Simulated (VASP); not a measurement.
Data:

```xyz
2
Lattice="1.4123 -2.4462 0.0000 1.4123 2.4462 0.0000 0.0000 0.0000 2.7692" Properties=species:S:1:pos:R:3 pbc="T T T"
W      0.0000     0.0000     0.0000
C      1.4123     0.8154     1.3846
```

All values below come from LDA (Ceperley-Alder, Perdew-Zunger), VASP's LDA PAW potentials (set 64) (plane waves; VASP). Numerical set-up: 620 eV cut-off, 15×15×13 Γ-centred mesh, first-order Methfessel-Paxton smearing of 0.10 eV, potentials W_sv C.

Energy and stress use the plane-wave basis of the starting cell.

Q: The ions, cell shape and volume at an external pressure of 45.0 GPa are relaxed. Which structure does the run end with?

A: 
```xyz
2
Lattice="1.3991 -2.4233 0.0000 1.3991 2.4233 0.0000 0.0000 0.0000 2.7491" Properties=species:S:1:pos:R:3 pbc="T T T"
W      0.0000     0.0000     0.0000
C      1.3991     0.8078     1.3746
```
Space group P-6m2 (187), at a tolerance of 0.03 Å.

Q: How do energy and volume change from the first to the last step?

A: The energy (σ→0) changes by +57.9 meV/atom and the volume by -2.6 %, in 7 ionic steps.

```csv
step,E(σ→0) (eV),max force (eV/Å),pressure (GPa),volume (Å³)
1,-24.5908,0.000,30.18,19.13
2,-23.5385,0.000,122.81,16.79
3,-24.4839,0.000,44.31,18.67
4,-24.4786,0.000,44.86,18.65
5,-24.4759,0.000,45.14,18.64
6,-24.4734,0.000,45.22,18.64
7,-24.4751,0.000,45.20,18.64
```

The compound is WC in the wc structure. This run relaxes it under an external pressure of 45 GPa. Symmetry was kept, so distortions that lower it aren't found.
